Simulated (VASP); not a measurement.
A convergence study with VASP on ZrB2 (AlB2 type): one setting is varied, all else stays as given below, so the limit is that of these other settings.

```
CELL_PARAMETERS angstrom
      1.58500    -2.74530     0.00000
      1.58500     2.74530     0.00000
      0.00000     0.00000     3.53000
ATOMIC_POSITIONS crystal
  Zr 0.00000 0.00000 0.00000
  B  0.33333 0.66667 0.50000
  B  0.66667 0.33333 0.50000
```

Computed with PBE GGA, VASP's PBE PAW potentials (set 64) (plane waves; VASP). The tightest run used: 700 eV cut-off, 20×20×17 Γ-centred mesh, tetrahedra with Blöchl corrections, potentials Zr_sv B.

The reference is 20×20×17 mesh, which took about 2 core-minutes. The timings are rough (shared machines, no repeats); factors under 2 mean little.

**Question.** Of the settings 3×3×2 mesh; 4×4×3 mesh; 5×5×4 mesh; 6×6×5 mesh; 7×7×6 mesh; 8×8×7 mesh; 9×9×8 mesh; 10×10×8 mesh; 11×11×9 mesh; 12×12×10 mesh; 13×13×11 mesh; 14×14×12 mesh; 15×15×12 mesh; 16×16×13 mesh; 17×17×14 mesh; 18×18×15 mesh; 19×19×16 mesh; 20×20×17 mesh, which is the lowest that keeps the difference from the reference in E (eV/atom) within 0.005 from there on, and what does it cost?

**Answer.** 7×7×6 mesh; its cost over the reference is about 1/10.
```tsv
setting	difference in E (eV/atom)	cost over the reference
3×3×2 mesh	0.0143	about 1/30
4×4×3 mesh	0.0183	about 1/30
5×5×4 mesh	0.0088	about 1/20
6×6×5 mesh	0.0100	about 1/10
7×7×6 mesh	0.0015	about 1/10
8×8×7 mesh	0.0004	about 1/8
9×9×8 mesh	0.0033	about 1/7
10×10×8 mesh	0.0014	about 1/5
11×11×9 mesh	0.0003	about 1/5
12×12×10 mesh	0.0004	about 1/3
13×13×11 mesh	0.0000	about 1/3
14×14×12 mesh	0.0000	about 1/2
15×15×12 mesh	0.0001	about 1/2
16×16×13 mesh	0.0004	within a factor of 2
17×17×14 mesh	0.0003	within a factor of 2
18×18×15 mesh	0.0001	within a factor of 2
19×19×16 mesh	0.0000	within a factor of 2
20×20×17 mesh	0.0000	reference
```

Left out are rungs that failed or repeat a setting and relaxations that didn't move; long series are thinned to 24 rows.

The compound is ZrB2 in the AlB2 type structure. The cell was not relaxed at this level.
